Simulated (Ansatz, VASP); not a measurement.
# Cross-check of GaCuW (GaCuW in the AlB2 type) between VASP and Ansatz, part 2 of 2

Wanted: the spread between two codes on one cell, functional and k mesh. The cell is generated by rule, not measured, and may not be a known phase. The cell is taken from a series of runs on this material, whose earlier steps may have relaxed, scaled, displaced or heated it; both programs get it as it stands.

VASP 6.6.1 and Ansatz 0.2.0.

So far: The structure; VASP: relaxation of cell and atoms, PBE, pair 1; Ansatz: relaxation of cell and atoms, PBE, pair 1; Comparison.

The structure was built from a prototype and need not be the compound's stable phase.

### Step 5. Ansatz: relaxation of cell and atoms, PBE, pair 2

Level of this step: Ansatz beside VASP: Kohn-Sham DFT, plane waves, PBE (Ansatz).

The relaxed volume is the usual yardstick between codes: in a stiff, nearly cubic crystal its relative difference is about their pressure difference at one cell divided by the bulk modulus.

The cell is taken from a series of runs on this material, whose earlier steps may have relaxed, scaled, displaced or heated it; both programs get it as it stands.

File input.yaml:

```yaml
crystal:
  lattice:
    - [4.2333028259, 0.0, 0.0]
    - [-2.1166514129, 3.6661477891, 0.0]
    - [0.0, 0.0, 2.7569567429]
  atoms:
    - { symbol: W, position: [0.0, 0.0, 0.0] }
    - { symbol: Ga, position: [0.3333333333, 0.6666666667, 0.5] }
    - { symbol: Cu, position: [0.6666666667, 0.3333333333, 0.5] }
kpoints:
  mp_grid: { grid: [9, 9, 10] }
hamiltonian:
  xc: pbe
  pseudopotentials: { kind: paw, azcp: { folder: soft_1 } }
scf:
  occupations: { method: gaussian, width: 0.1 }
output:
  forces: true
  stress: true
  eigenvalues: true
relax:
  adjacent_minimum: "off"
  f_tol: 0.005
  max_steps: 80
  cell: { stress_tol: 0.05 }
```

Command:

```
> ansatz run input.yaml --threads 4 --pin off --max-ram 12288MiB --backend cpu --events-out ev --progress --plain --runs-dir out
```

Numbers of over 12 decimals in the logs are rounded to 6 here.

The program printed:

```text
[...]
Crystal: 3 atoms, lattice volume = 42.788 Å³
Basis set: ecut = 420 eV, 843 PW (Γ), exchange–correlation on 60×60×40 points (8 copies of the dense FFT grid, shifted against one another)
Bands: 28, of which v1, the nominal top of the filled ones, is band 23 counted from 1 (22 counted from 0)
Symmetry: 12 space group operations
[...]
k-points: 72 of 810 (time reversal used)
[...]
--- Relaxed structure (3 steps of the walk, 3 accepted, 1 SCFs on fresh bases) ---
[...]
cell:  # Å, volume = 42.7590 Å³
    - [4.230417, -2.8847620810237015e-11, 0.0]
    - [-2.115208, 3.663649, 0.0]
    - [0.0, 0.0, 2.758867]
  atoms:
    - { symbol: W, position: [0, 0, 0.0] }
    - { symbol: Ga, position: [0.333333, 0.666667, 0.5] }
    - { symbol: Cu, position: [0.666667, 0.333333, 0.5] }
[key lines of the parts left out:]
SCF converged after 9 iterations
Free energy (F): -20793.396938 eV
Fermi energy:    17.339711 eV
P = ⅓ Tr σ = 0.0384 GPa (0.384 kbar)
```

### Step 6. VASP: relaxation of cell and atoms, PBE, pair 2

The same cell, functional, mesh and smearing now go to VASP, with its own data sets.

File INCAR:

```
SYSTEM = GaCuW
PREC = Accurate
ENCUT = 600
EDIFF = 1E-07
NELM = 120
ISMEAR = 0
SIGMA = 0.1
LREAL = .FALSE.
ALGO = Normal
GGA = PE
NBANDS = 21
LASPH = .TRUE.
LORBIT = 11
LWAVE = .FALSE.
LCHARG = .FALSE.
ISIF = 3
IBRION = 2
NSW = 80
EDIFFG = -0.005
GGA_COMPAT = .FALSE.
NELMIN = 4
KPAR = 2
```

File POSCAR:

```
GaCuW
1.0
    4.2333030000      0.0000000000      0.0000000000
   -2.1166510000      3.6661480000      0.0000000000
    0.0000000000      0.0000000000      2.7569570000
W Ga Cu
1 1 1
Direct
    0.0000000000      0.0000000000      0.0000000000
    0.3333333333      0.6666666667      0.5000000000
    0.6666666667      0.3333333333      0.5000000000
```

File KPOINTS:

```
Automatic mesh
0
Gamma
9 9 10
0 0 0
```

The projector-augmented-wave data sets are W, Ga_d and Cu (PBE family, release 64).

Command:

```
> mpirun -np 2 vasp_std
```

The program printed:

```text
[... set-up lines as in an earlier step ...]
 entering main loop
       N       E                     dE             d eps       ncg     rms          rms(c)
DAV:   1     0.204078084640E+03    0.20408E+03   -0.15413E+04  3175   0.262E+03
DAV:   2     0.968336050141E-01   -0.20398E+03   -0.19465E+03  3082   0.468E+02
DAV:   3    -0.206747503442E+02   -0.20772E+02   -0.19739E+02  3648   0.134E+02
DAV:   4    -0.214232787390E+02   -0.74853E+00   -0.73754E+00  3813   0.252E+01
[...]
DAV:  14    -0.188921357924E+02   -0.31969E-05   -0.82543E-06  4630   0.549E-02    0.108E-02
DAV:  15    -0.188921343633E+02    0.14290E-05   -0.97679E-06  3618   0.819E-02    0.151E-03
DAV:  16    -0.188921343245E+02    0.38860E-07   -0.41176E-07  2844   0.102E-02
   1 F= -.18892134E+02 E0= -.18886359E+02  d E =-.188921E+02
[...]
2 F= -.18891810E+02 E0= -.18886100E+02  d E =0.323989E-03
[...]
3 F= -.18892532E+02 E0= -.18886785E+02  d E =-.398107E-03
[...]
4 F= -.18892547E+02 E0= -.18886800E+02  d E =-.140707E-04
 trial-energy change:   -0.000014  1 .order   -0.000014   -0.000027   -0.000001
 step:   0.9363(harm=  0.9363)  dis= 0.00000  next Energy=   -18.892547 (dE=-0.141E-04)
 reached required accuracy - stopping structural energy minimisation
```

From OUTCAR (step 6):

```text
  Total        0.0040780      0.0040780      0.0023475      0.0000000      0.0000000      0.0000000
  in kB        0.1532681      0.1532681      0.0882295      0.0000000      0.0000000      0.0000000
  external PRESSURE =       0.1315886 kB  Pullay stress =       0.0000000 kB

 POSITION                                       TOTAL-FORCE (eV/Angst)
 -----------------------------------------------------------------------------------
     -0.00000      0.00000      0.00000        -0.000000      0.000000      0.000000
      0.00000      2.44233      1.37535         0.000000     -0.000000     -0.000000
      2.11512      1.22117      1.37535         0.000000     -0.000000      0.000000
 -----------------------------------------------------------------------------------
    total drift:                                0.000003     -0.000001     -0.000000

  FREE ENERGIE OF THE ION-ELECTRON SYSTEM (eV)
  ---------------------------------------------------
  free  energy   TOTEN  =       -18.8925465024 eV

  energy  without entropy=      -18.8810536871  energy(sigma->0) =      -18.88680009

[... 1 part as in an earlier step ...]

[... 3 further parts left out ...]
[key lines of the parts left out:]
E-fermi :   7.6562
```

### Step 7. Side by side

What differs besides the data sets and the points named for the pairs above, as far as they apply: the data sets hold 46 valence electrons in Ansatz (on its PAW soft_1 files) and 30 in VASP. Total energies have different zeros and are not compared.

The two programs side by side:

| quantity | Ansatz | VASP | difference |
| --- | --- | --- | --- |
| volume (Å³) | 42.76 | 42.63 | +0.30 % |
| edge a after relaxation, in the typed setting (Å) | 4.230 | 4.230 | +0.00 % |
| edge c after relaxation, in the typed setting (Å) | 2.759 | 2.751 | +0.30 % |

### Step 8. Ansatz: zone-centre phonons, PBE

Second derivatives magnify differences that forces hide, and they need a tight electronic threshold.

The cell is taken from a series of runs on this material, whose earlier steps may have relaxed, scaled, displaced or heated it; both programs get it as it stands.

File input.yaml:

```yaml
crystal:
  lattice:
    - [4.2302088612, 0.0, 0.0]
    - [-2.1151044306, 3.6634683371, 0.0]
    - [0.0, 0.0, 2.7597669953]
  atoms:
    - { symbol: W, position: [0.0, 0.0, 0.0] }
    - { symbol: Ga, position: [0.3333333333, 0.6666666667, 0.5] }
    - { symbol: Cu, position: [0.6666666667, 0.3333333333, 0.5] }
kpoints:
  mp_grid: { grid: [4, 4, 6] }
hamiltonian:
  xc: pbe
  pseudopotentials: { kind: paw, azcp: { folder: soft_1 } }
scf:
  occupations: { method: methfessel_paxton, width: 0.2 }
output:
  eigenvalues: true
phonons:
  method: dfpt
  qmesh: [2, 2, 2]
  temperatures: { t_max: 1000, t_step: 50 }
  qpath:
    path:
      - [[0.0, 0.0, 0.0], [0.5, 0.0, 0.0], [0.33333333, 0.33333333, 0.0], [0.0, 0.0, 0.0], [0.0, 0.0, 0.5], [0.5, 0.0, 0.5], [0.33333333, 0.33333333, 0.5], [0.0, 0.0, 0.5]]
      - [[0.5, 0.0, 0.5], [0.5, 0.0, 0.0]]
      - [[0.33333333, 0.33333333, 0.5], [0.33333333, 0.33333333, 0.0]]
    npoints: 10
```

Command:

```
> ansatz run input.yaml --threads 4 --pin off --max-ram 12288MiB --backend cpu --events-out ev --progress --plain --runs-dir out
```

The program printed:

```text
[...]
largest difference from the sums on the solved wave vectors: F 8.40e-2 eV, S 1.16e-4 and C_V 3.23e-5 eV/K
  zero-point energy: 0.082883 eV/cell   skipped modes (ω ≤ 0): 3   left out of the sums: 4.68e-5 of the cell's modes: C_V's classical limit lies that fraction below 3 k_B per atom; for a crystal, a wire or a layer, F and S can be off by more, and a phonons.interpolated_qmesh denser along its periods is the remedy for the sampling
[key lines of the parts left out:]
SCF converged after 12 iterations
Free energy (F): -20793.375461 eV
Fermi energy:    17.307071 eV
```

### Step 9. VASP: zone-centre phonons, PBE

The same cell, functional, mesh and smearing now go to VASP, with its own data sets.

File INCAR:

```
SYSTEM = GaCuW
PREC = Accurate
ENCUT = 600
EDIFF = 1E-08
NELM = 120
ISMEAR = 1
SIGMA = 0.2
LREAL = .FALSE.
ALGO = Normal
GGA = PE
NBANDS = 21
LASPH = .TRUE.
LORBIT = 11
LWAVE = .FALSE.
LCHARG = .FALSE.
ISIF = 2
IBRION = 8
GGA_COMPAT = .FALSE.
KPAR = 2
```

File POSCAR:

```
GaCuW
1.0
    4.2302088612      0.0000000000      0.0000000000
   -2.1151044306      3.6634683371      0.0000000000
    0.0000000000      0.0000000000      2.7597669953
W Ga Cu
1 1 1
Direct
    0.0000000000      0.0000000000      0.0000000000
    0.3333333333      0.6666666667      0.5000000000
    0.6666666667      0.3333333333      0.5000000000
```

File KPOINTS:

```
Automatic mesh
0
Gamma
4 4 6
0 0 0
```

Command:

```
> mpirun -np 2 vasp_std
```

The program printed:

```text
[... set-up lines as in an earlier step ...]
 entering main loop
       N       E                     dE             d eps       ncg     rms          rms(c)
DAV:   1     0.209276345413E+03    0.20928E+03   -0.15273E+04   696   0.264E+03
DAV:   2     0.276122641291E+00   -0.20900E+03   -0.20022E+03   687   0.474E+02
DAV:   3    -0.206611948703E+02   -0.20937E+02   -0.19959E+02   791   0.134E+02
DAV:   4    -0.214198603041E+02   -0.75867E+00   -0.74381E+00   820   0.258E+01
[...]
DAV:  16    -0.188696817310E+02    0.82315E-07   -0.30925E-07  1055   0.869E-03    0.236E-04
DAV:  17    -0.188696817133E+02    0.17758E-07   -0.44580E-09   439   0.550E-04    0.261E-04
DAV:  18    -0.188696817042E+02    0.90436E-08   -0.15378E-09   436   0.101E-03
   1 F= -.18869682E+02 E0= -.18865027E+02  d E =-.139629E-01
 Linear response reoptimize wavefunctions to high precision
DAV:   1    -0.188696817046E+02   -0.37880E-09   -0.52740E-10   416   0.401E-04
DAV:   2    -0.188696817047E+02   -0.69576E-10   -0.31479E-10   416   0.190E-04
 Linear response DOF=           6
 Linear response progress:
[...]
RMM:  11    -0.242823120769E+00    0.46573E-06   -0.39411E-08  3322   0.209E-04    0.134E-05
RMM:  12    -0.242822912210E+00    0.20856E-06   -0.44409E-08  3662   0.142E-04    0.281E-06
RMM:  13    -0.242822916519E+00   -0.43087E-08   -0.42992E-08  3665   0.119E-04    0.144E-06
 first order change of Fermi-energy   0.27914E-03
 force on displaced ion       3 direction 1 :  -9.140   0.001   0.000
 Linear response progress:
  Degree of freedom:   6/  6
       N       E                     dE             d eps       ncg     rms          rms(c)
RMM:   1    -0.237529473771E+00   -0.23753E+00   -0.12852E-01  1248   0.365E+00
RMM:   2    -0.235569569307E+00    0.19599E-02   -0.88051E-03  1280   0.116E+00    0.149E-01
RMM:   3    -0.235739394188E+00   -0.16982E-03   -0.12947E-03  1363   0.254E-01    0.918E-02
RMM:   4    -0.235825391393E+00   -0.85997E-04   -0.60251E-04  1307   0.154E-01    0.152E-02
[...]
RMM:  13    -0.235775595247E+00   -0.65751E-07   -0.22995E-08  1641   0.100E-04    0.292E-06
RMM:  14    -0.235775555726E+00    0.39521E-07   -0.23517E-08  1428   0.945E-05    0.782E-07
RMM:  15    -0.235775564129E+00   -0.84030E-08   -0.23480E-08  1314   0.923E-05    0.160E-07
 first order change of Fermi-energy   0.21643E-03
 force on displaced ion       3 direction 3 :  -0.000   0.000  -1.997
 Linear response finished
```

From OUTCAR (step 9):

```text
  Total        0.0623184      0.0623184     -0.6166341      0.0000000     -0.0000000      0.0000000
  in kB        2.3345324      2.3345324    -23.0999723      0.0000000     -0.0000000      0.0000000
  external PRESSURE =      -6.1436358 kB  Pullay stress =       0.0000000 kB

 POSITION                                       TOTAL-FORCE (eV/Angst)
 -----------------------------------------------------------------------------------
      0.00000      0.00000      0.00000         0.000000     -0.000000      0.000000
     -0.00000      2.44231      1.37988         0.000000     -0.000000      0.000000
      2.11510      1.22116      1.37988        -0.000000      0.000000      0.000000
 -----------------------------------------------------------------------------------
    total drift:                                0.000001     -0.000000     -0.000000

[... 2 further parts left out ...]
```

The k-mesh is coarse for a metal.

### Step 10. Differences

What differs besides the data sets and the points named for the pairs above, as far as they apply: VASP's run holds the zone centre alone; the data sets hold 46 valence electrons in Ansatz (on its PAW soft_1 files) and 30 in VASP. Total energies have different zeros and are not compared.

Compared:

| quantity | Ansatz | VASP | difference |
| --- | --- | --- | --- |
| optical mode 1 (cm⁻¹) | 93.4 | 91.8 | +1.79 % |
| optical mode 2 (cm⁻¹) | 128.9 | 128.0 | +0.68 % |
| optical mode 3 to 4 (cm⁻¹) | 171.0 | 169.9 | +0.66 % |
| optical mode 5 to 6 (cm⁻¹) | 249.4 | 249.9 | -0.19 % |

Modes are paired by rising frequency, not by their patterns, so a pair may set unlike modes beside each other; they are those without the splitting of longitudinal modes.

### Step 11. Results

```
difference in volume (relaxation of cell and atoms, PBE, pair 1)                                                  : 0.33 %
difference in volume (relaxation of cell and atoms, PBE, pair 2)                                                  : 0.30 %
r.m.s. difference of the optical zone-centre modes, each program's sorted by frequency (zone-centre phonons, PBE) : 1.0 cm⁻¹
difference in optical mode 1 (zone-centre phonons, PBE)                                                           : +1.8 %
```

What this shows: The difference in volume is 0.33 % (relaxation of cell and atoms, PBE, pair 1), within the 1.2 % picked in this series as the mark of a large difference, as far as the stopping tolerances let one tell. The data sets hold unlike numbers of valence electrons (46 in Ansatz and 30 in VASP), so part of the differences comes from the potentials. Among the rows given in per cent, the largest difference of the zone-centre phonons, PBE pair is in optical mode 1, +1.8 %. 1 further run of this series is not shown here. How closely two codes agree says nothing of how well the functional describes the real material.

[Lines on the potential files, build, host, timing and source positions are cut from VASP's logs without a mark.]

[Logs are printed without paths, hosts, clocks, repeated set-up lines and the standing remarks that a program may print on its own settings, such as how far it seeks lower states.]

[Hosts, paths, dates, database ids (printed as entryN), source tags and the programs' standing remarks are cut or masked in the printed files.]
